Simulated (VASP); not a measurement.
Input for VASP

### KPOINTS
```
K-points
0
G
13 13 13
0 0 0
```

**POSCAR**
```
ZrN
1
    0.0000000000     2.2642074123     2.2642074123
    2.2642074123     0.0000000000     2.2642074123
    2.2642074123     2.2642074123     0.0000000000
Zr N
1 1
Direct
  0.0000000000   0.0000000000   0.0000000000
  0.5000000000   0.5000000000   0.5000000000
```

INCAR:
```
SYSTEM=ZrN
PREC=Accurate
NELM=100   ! most electronic steps
LMAXMIX=4   ! l cut-off of mixed one-centre charges
LCHARG=.FALSE.
EDIFF=1E-6   ! SCF stop (eV)
IBRION=2   ! conjugate gradients
ENCUT=520   ! plane-wave cut-off (eV)
ALGO=Normal   ! blocked Davidson
LWAVE=.FALSE.
EDIFFG=-0.01   ! ionic stop
NSW=60
LREAL=.FALSE.
LASPH=.TRUE.
ISIF=3
SIGMA=0.1
ISMEAR=1   ! Methfessel-Paxton
```

POTCAR, in this order: Zr_sv N (LDA.64 set). Program: vasp_std.

Q: Translate this LDA calculation to Ansatz.

A: One equivalent input (not run):
Ansatz 0.2 input:
```yaml
crystal:
  lattice:
    - [0.0000000, 2.2642074, 2.2642074]
    - [2.2642074, 0.0000000, 2.2642074]
    - [2.2642074, 2.2642074, 0.0000000]
  atoms:
    - { symbol: Zr, position: [0.0000000, 0.0000000, 0.0000000] }
    - { symbol: N, position: [0.5000000, 0.5000000, 0.5000000] }
kpoints:
  mp_grid: { grid: [13, 13, 13] }
hamiltonian:
  xc: lda
  pseudopotentials: { kind: paw }
scf:
  occupations: { method: methfessel_paxton, width: 0.1 }
  max_iter: 100
relax:
  max_steps: 60
  f_tol: 0.01
  cell: {}
output: { forces: true, stress: true, eigenvalues: true }
```
Limits of the translation: each code has its own PAW files, so the cut-off isn't converted (ENCUT is set for VASP's; basis.ecutwfc is left out, and Ansatz then takes the one that its files recommend); Ansatz stops its SCF on the density residual and VASP on the energy change (EDIFF); Ansatz's lda is the Perdew-Wang form, while the LDA potentials of VASP carry Perdew-Zunger's.

The compound is ZrN in the rock salt structure. It was relaxed first. The start is the result of an earlier pass.
